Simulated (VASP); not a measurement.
Data:

```
CELL_PARAMETERS angstrom
      0.00000     2.20923     2.20923
      2.20923     0.00000     2.20923
      2.20923     2.20923     0.00000
ATOMIC_POSITIONS crystal
  Nb 0.00000 0.00000 0.00000
  N  0.50000 0.50000 0.50000
```

Calculation: PBE GGA, VASP's PBE PAW potentials (set 64) (plane waves; VASP). Run with 520 eV cut-off, 16×16×16 Γ-centred mesh, tetrahedra with Blöchl corrections, potentials Nb_sv N.

Question: Tabulate the total density of states (states/eV per cell) against energy (eV; zero at the valence-band maximum or, without a gap, the Fermi level).

Answer: 
```tsv
E (eV)	DOS (states/eV)
-9.89	0.00
-9.78	0.00
-9.54	0.00
-9.42	0.00
-9.18	0.00
-9.06	0.00
-8.82	0.13
-8.71	0.20
-8.59	0.26
-8.35	0.40
-8.23	0.49
-7.99	0.81
-7.87	0.96
-7.75	1.02
-7.51	1.08
-7.40	1.11
-7.16	1.01
-7.04	0.86
-6.80	1.43
-6.68	1.88
-6.56	2.36
-6.33	2.60
-6.21	2.74
-5.97	4.36
-5.85	2.87
-5.73	2.07
-5.49	1.48
-5.37	1.27
-5.13	1.03
-5.02	0.92
-4.78	0.71
-4.66	0.63
-4.54	0.56
-4.30	0.38
-4.18	0.26
-3.94	0.15
-3.83	0.16
-3.71	0.18
-3.47	0.18
-3.35	0.20
-3.11	0.24
-2.99	0.26
-2.75	0.31
-2.64	0.34
-2.52	0.37
-2.28	0.42
-2.16	0.45
-1.92	0.55
-1.80	0.58
-1.68	0.59
-1.45	0.63
-1.33	0.65
-1.09	0.69
-0.97	0.72
-0.73	0.78
-0.61	0.82
-0.49	0.87
-0.26	0.94
-0.14	0.91
0.10	0.97
0.22	0.99
0.34	1.03
0.58	1.14
0.70	1.22
0.93	1.56
1.05	1.62
1.29	1.91
1.41	2.06
1.53	2.23
1.77	2.53
1.89	2.44
2.12	1.88
2.24	1.75
2.36	1.70
2.60	2.25
2.72	1.49
2.96	0.75
3.08	0.79
3.31	0.92
3.43	1.01
```
Within 2 eV below the Fermi level the largest weight inside VASP's projection spheres is Nb d, then N p.

The compound is NbN in the rock salt structure, the cubic δ form, which competes with hexagonal ones. It was relaxed first. VASP warned that the highest band is occupied, so more bands are needed.
